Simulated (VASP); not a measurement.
VASP runs on ZrS (space group Fm-3m) share one base input (PBEsol GGA, plane waves, VASP's PBE PAW potentials (set 64)) and change the settings named in each case.

INCAR:
```
# general
SYSTEM =ZrS
PREC   =Accurate
ENCUT  =300
LREAL  =.FALSE.
LASPH  =.TRUE.

# electronic loop
EDIFF  =1E-6
NELM   =100
ALGO   =Normal
LMAXMIX=4

# smearing
ISMEAR =0
SIGMA  =0.1

# functional
GGA    =PS

# ions
ISIF   =2

# output
LWAVE  =.FALSE.
LCHARG =.FALSE.
```

File KPOINTS:
```
kpoints
0
gamma
  9 9 9
```

### POSCAR
```
ZrS
1.0
  0.0000000000   2.6804840000   2.6804840000
  2.6804840000   0.0000000000   2.6804840000
  2.6804840000   2.6804840000   0.0000000000
S Zr
1 1
direct
  0.0000000000   0.0000000000   0.0000000000
  0.5000000000   0.5000000000   0.5000000000
```

POTCAR, in this order: S Zr_sv (PBE.64 set). Program: vasp_std.

```
change                                                                                                              E(σ→0) (eV/atom)  pressure (GPa)    −TS (eV)
------------------------------------------------------------------------------------------------------------------  ----------------  --------------  ----------
base run                                                                                                                     -8.1677          -13.10     -0.0080
GGA removed, POTCAR S Zr_sv (LDA.64 set)                                                                                     -8.4578      (withheld)  (withheld)
GGA_COMPAT = .FALSE., LNONCOLLINEAR = .TRUE., LSORBIT = .TRUE., MAGMOM = 0.0 0.0 0.0 0.0 0.0 0.0, program vasp_ncl           -8.2032          -13.09     -0.0080
KPOINTS 6×6×6 Γ-centred mesh                                                                                                 -8.1499          -12.81     -0.0131
LDAU = .TRUE., LDAUJ = 0 0, LDAUL = -1 2, LDAUTYPE = 2, LDAUU = 0 3.0                                                        -7.1521           -9.40     -0.0087
```

Task: Complete the blanks.

Result: 
- GGA removed, POTCAR S Zr_sv (LDA.64 set), pressure (GPa): -15.45
- GGA removed, POTCAR S Zr_sv (LDA.64 set), −TS (eV): -0.0082

Energies of different potentials or functionals have different zeros.  At 300 eV the pressure can carry a Pulay error.

Left out are runs that ran out of time, are held back, or changed the cell or the kind of run, fixed moments of cells without a moment, rows past the twelfth, gaps on odd meshes, pressures of charged cells and columns that move by less than the noise.

The structure was generated: ZrS was put into an ordered model structure, which need not be its known phase. The cell was not relaxed at this level. VASP warned that the highest band is occupied, so more bands are needed.
